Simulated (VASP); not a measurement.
Input:

```xyz
8
Lattice="4.2992 0.0000 -0.0183 0.0000 3.9537 0.0000 -0.0564 0.0000 11.0668" Properties=species:S:1:pos:R:3 pbc="T T T"
Ge     0.4951     0.0000     9.8203
Ge     2.5953     1.9769     7.0081
Ge     3.7762     1.9769     1.2350
Pb     1.8165     0.0000     4.3403
Se     2.0853     0.0000     1.3871
Se     4.2544     0.0000     7.1740
Se     2.1509     1.9769     9.4660
Se     4.0968     1.9769     3.7439
```

These are PBEsol GGA, VASP's PBE PAW potentials (set 64) (plane waves; VASP) values and carry that method's errors. Numerical set-up: 400 eV cut-off, 6×6×3 Γ-centred mesh, tetrahedra with Blöchl corrections, potentials Ge_d Pb_d Se.

Without a dispersion term in the relaxation, distances and binding between the weakly bound layers, chains or molecules are unreliable, and so is what depends on them.

Task: What does the run give for the energy per atom (σ→0), largest force?

Result: 
The energy per atom (σ→0) is -4557 meV/atom. The largest force comes out as 0.056 eV/Å.

The absolute energy has meaning only against runs of the same code, potentials and settings.

The structure comes from a computed database's Ge3PbSe4 entry (Pm); how it stands against other phases isn't given here. It was relaxed first, which changed the volume by -11 %.
